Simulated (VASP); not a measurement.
# Zr6Os (Pm-3m) in VASP: further runs, part 2 of 2

VASP 6.6.1. The steps go on from the part before.

### 3 Single point, PBE (species swapped into the CaB6 type (Pm-3m, No. 221))

INCAR reads:

```
PREC = Accurate
ENCUT = 520
EDIFF = 1E-6
ISMEAR = 0
SIGMA = 0.1
LREAL = F
LASPH = T
NELM = 100
ALGO = Normal
ISIF = 2
LWAVE = F
LCHARG = F
GGA = PE
NBANDS = 49
```

KPOINTS reads:

```
Automatic mesh
0
Gamma
  4 4 4
```

POSCAR reads:

```
Zr6Os
1.0
    4.9069810300      0.0000000000      0.0000000000
    0.0000000000      4.9069810300      0.0000000000
    0.0000000000      0.0000000000      4.9069810300
Zr Os
6 1
Direct
    0.5000000000      0.5000000000      0.2000000000
    0.5000000000      0.5000000000      0.8000000000
    0.2000000000      0.5000000000      0.5000000000
    0.8000000000      0.5000000000      0.5000000000
    0.5000000000      0.2000000000      0.5000000000
    0.5000000000      0.8000000000      0.5000000000
    0.0000000000      0.0000000000      0.0000000000
```

Potentials or basis: VASP PAW PBE potentials, release 64 (Zr_sv, Os).

The run is started by

```sh
> cat potpaw_PBE.64/Zr_sv/POTCAR potpaw_PBE.64/Os/POTCAR > POTCAR
> mpirun -np 1 vasp_std > vasp.out
```

OUTCAR:

```text
PREC = Accurate
   ENCUT = 520
   EDIFF = 1E-6
   ISMEAR = 0
   LREAL = F
   LASPH = T
   NELM = 100
   ISIF = 2
   GGA = PE

 ion  position               nearest neighbor table
   1  0.500  0.500  0.200-   2 1.96   3 2.08   4 2.08   5 2.08   6 2.08   2 2.94   7 3.61   7 3.61
                             7 3.61   7 3.61   4 3.74   5 3.74   6 3.74   6 3.74   5 3.74   4 3.74
   2  0.500  0.500  0.800-   1 1.96   3 2.08   4 2.08   5 2.08   6 2.08   1 2.94   7 3.61   7 3.61
                             7 3.61   7 3.61   5 3.74   6 3.74   3 3.74   6 3.74   5 3.74   4 3.74
   3  0.200  0.500  0.500-   4 1.96   2 2.08   1 2.08   5 2.08   6 2.08   4 2.94   7 3.61   7 3.61
                             7 3.61   7 3.61   5 3.74   6 3.74   1 3.74   2 3.74   1 3.74   2 3.74
   4  0.800  0.500  0.500-   3 1.96   2 2.08   1 2.08   5 2.08   6 2.08   3 2.94   7 3.61   7 3.61
                             7 3.61   7 3.61   5 3.74   1 3.74   2 3.74   1 3.74   6 3.74   2 3.74
   5  0.500  0.200  0.500-   6 1.96   2 2.08   3 2.08   4 2.08   1 2.08   6 2.94   7 3.61   7 3.61
                             7 3.61   7 3.61   3 3.74   1 3.74   2 3.74   3 3.74   4 3.74   4 3.74
   6  0.500  0.800  0.500-   5 1.96   2 2.08   3 2.08   4 2.08   1 2.08   5 2.94   7 3.61   7 3.61
                             7 3.61   7 3.61   4 3.74   1 3.74   2 3.74   3 3.74   1 3.74   4 3.74
   7  0.000  0.000  0.000-   1 3.61   2 3.61   3 3.61   4 3.61   5 3.61   6 3.61   3 3.61   4 3.61
                             5 3.61   6 3.61   1 3.61   2 3.61   3 3.61   4 3.61   3 3.61   4 3.61

  LATTYP: Found a simple cubic cell.
 ALAT       =     4.9069810300

  Lattice vectors:

 A1 = (   4.9069810300,   0.0000000000,   0.0000000000)
 A2 = (   0.0000000000,   4.9069810300,   0.0000000000)
 A3 = (   0.0000000000,   0.0000000000,   4.9069810300)

Analysis of symmetry for initial positions (statically):
=====================================================================
 Subroutine PRICEL returns:
 Original cell was already a primitive cell.

 Routine SETGRP: Setting up the symmetry group for a
 simple cubic supercell.

 Subroutine GETGRP returns: Found 48 space group operations
 (whereof 48 operations were pure point group operations)
 out of a pool of 48 trial point group operations.

[... 137 lines left out ...]
   IVDW    =     0    specifies the selected vdW correction
   LEPSILON=     F    determine dielectric tensor
   LRPA    =     F    only Hartree local field effects (RPA)
 non-spin polarized calculation
 Gauss-broadening in eV      SIGMA  =   0.10
  energy-cutoff  :      520.00
  volume of cell :      118.15
 maximum number of plane-waves:      3197
   NGX = 19   NGY = 19   NGZ = 19

 number of electron      79.9999998 magnetization

 Free energy of the ion-electron system (eV)
  ---------------------------------------------------
  ext. energy  EPLUGINS =         0.00000000
  ---------------------------------------------------
  free energy    TOTEN  =        -0.90804976 eV

  energy without entropy =       -0.83837313  energy(sigma->0) =       -0.87321145

 E-fermi :  10.7606     XC(G=0): -12.0232

 val. band max:       10.7490205623   @ k =   0.5000   0.5000   0.2500
 cond. band min:      10.7869718212   @ k =   0.2500   0.2500   0.0000
 fundamental gap:      0.0379512589
 Fermi energy:        10.7606122649

 k-point     1 :       0.0000    0.0000    0.0000
  band No.  band energies     occupation
      1     -42.2676      2.00000
      2     -38.0559      2.00000
      3     -38.0559      2.00000
      4     -37.7495      2.00000
      5     -37.7495      2.00000
      6     -37.7495      2.00000
[... 509 lines left out ...]
     48      14.5887      0.00000
     49      14.8663      0.00000

------------------------ aborting loop because EDIFF is reached ----------------------------------------

  FORCE on cell =-STRESS in cart. coord.  units (eV):
  Direction    XX          YY          ZZ          XY          YZ          ZX
  --------------------------------------------------------------------------------------
  -------------------------------------------------------------------------------------
  Total      125.5320854    125.5320854    125.5320854      0.0000000      0.0000000      0.0000000
  in kB     1702.2454773   1702.2454773   1702.2454773      0.0000000      0.0000000      0.0000000
  external PRESSURE =    1702.2454773 kB  Pullay stress =       0.0000000 kB

 VOLUME and BASIS-vectors are now :
 -----------------------------------------------------------------------------
  energy-cutoff  :      520.00
  volume of cell :      118.15
      direct lattice vectors                 reciprocal lattice vectors
     4.906981030  0.000000000  0.000000000     0.203791291  0.000000000  0.000000000
     0.000000000  4.906981030  0.000000000     0.000000000  0.203791291  0.000000000
     0.000000000  0.000000000  4.906981030     0.000000000  0.000000000  0.203791291

 POSITION                                       TOTAL-FORCE (eV/Angst)
 -----------------------------------------------------------------------------------
      2.45349      2.45349      0.98140         0.000000     -0.000000    -19.045468
      2.45349      2.45349      3.92558        -0.000000     -0.000000     19.045468
      0.98140      2.45349      2.45349       -19.045468     -0.000000     -0.000000
      3.92558      2.45349      2.45349        19.045468     -0.000000      0.000000
      2.45349      0.98140      2.45349        -0.000000    -19.045468      0.000000
      2.45349      3.92558      2.45349         0.000000     19.045468     -0.000000
      0.00000      0.00000      0.00000         0.000000     -0.000000      0.000000
 -----------------------------------------------------------------------------------
    total drift:                                0.000000      0.000000      0.000000

  FREE ENERGIE OF THE ION-ELECTRON SYSTEM (eV)
  ---------------------------------------------------
  free  energy   TOTEN  =        -0.9080497605 eV

  energy  without entropy=       -0.8383731310  energy(sigma->0) =       -0.87321145
```

OSZICAR:

```text
N       E                     dE             d eps       ncg     rms          rms(c)
DAV:   1     0.109447141332E+04    0.10945E+04   -0.45471E+04  1044   0.172E+03
DAV:   2     0.624872661098E+02   -0.10320E+04   -0.99675E+03  1082   0.560E+02
DAV:   3    -0.255528079372E+02   -0.88040E+02   -0.84840E+02  1736   0.130E+02
DAV:   4    -0.333011406900E+02   -0.77483E+01   -0.74225E+01  1528   0.354E+01
[... 12 lines left out ...]
DAV:  17    -0.908085607441E+00    0.25019E-03   -0.26665E-04  1376   0.554E-02    0.138E-01
DAV:  18    -0.908072666888E+00    0.12941E-04   -0.93896E-05  1184   0.361E-02    0.483E-02
DAV:  19    -0.908055477096E+00    0.17190E-04   -0.14708E-05  1144   0.131E-02    0.245E-02
DAV:  20    -0.908050308263E+00    0.51688E-05   -0.40955E-06  1000   0.689E-03    0.806E-03
DAV:  21    -0.908049760522E+00    0.54774E-06   -0.48347E-07   648   0.301E-03
   1 F= -.90804976E+00 E0= -.87321145E+00  d E =-.696766E-01
```

Run time: 73 s. Hardware: 1 thread of Intel Xeon Platinum 8375C at 2.90GHz (Ice Lake), shared host; peak memory 0.22 GiB.

Results:

```
Free energy            : -0.9080 eV
Pressure               : 170.2 GPa
Largest force          : 19.045 eV/Å
Band gap on the k mesh : none (metal or under the smearing width)
```

Forces in eV/Å, atoms in the order of the input:
```
Zr    0.000   0.000 -19.045
Zr    0.000   0.000  19.045
Zr  -19.045   0.000   0.000
Zr   19.045   0.000   0.000
Zr    0.000 -19.045   0.000
Zr    0.000  19.045   0.000
Os    0.000   0.000   0.000
```

Caveat: a pressure of tens of GPa on the cell as given is suspect, and the run, the potentials or the cell itself is likely at fault; forces of over 1 eV/Å show positions far from the minimum, so gaps and moduli don't describe the material at rest. Spin-orbit coupling is left out, which matters for the levels of Os.
